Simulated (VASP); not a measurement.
```yaml
crystal:
  lattice:
    - [4.89275, 0.00000, 0.00000]
    - [0.00000, 4.89275, 0.00000]
    - [0.00000, 0.00000, 4.89275]
  atoms:
    - { symbol: Tl, position: [0.00000, 0.50000, 0.50000] }
    - { symbol: Tl, position: [0.50000, 0.00000, 0.50000] }
    - { symbol: Tl, position: [0.50000, 0.50000, 0.00000] }
    - { symbol: Bi, position: [0.00000, 0.00000, 0.00000] }
```

The numbers are results of PBEsol GGA, VASP's PBE PAW potentials (set 64) (plane waves; VASP), not measurements. Settings: 400 eV cut-off, Gaussian smearing of 0.050 eV, potentials Tl_d Bi_d.

Unless said otherwise, spin-orbit coupling is left out, though it shifts the bands of the heavy elements here.

Question: Estimate the band gap (along the path) with the smallest direct gap where there is one.

Answer: 
| Property | Value |
|---|---|
| band gap (along the path) | none (metal, semimetal or under 0.01 eV) |

The structure comes from a computed database's Tl3Bi entry (Pm-3m); how it stands against other phases isn't given here. It was relaxed first, which changed the volume by -5 %.
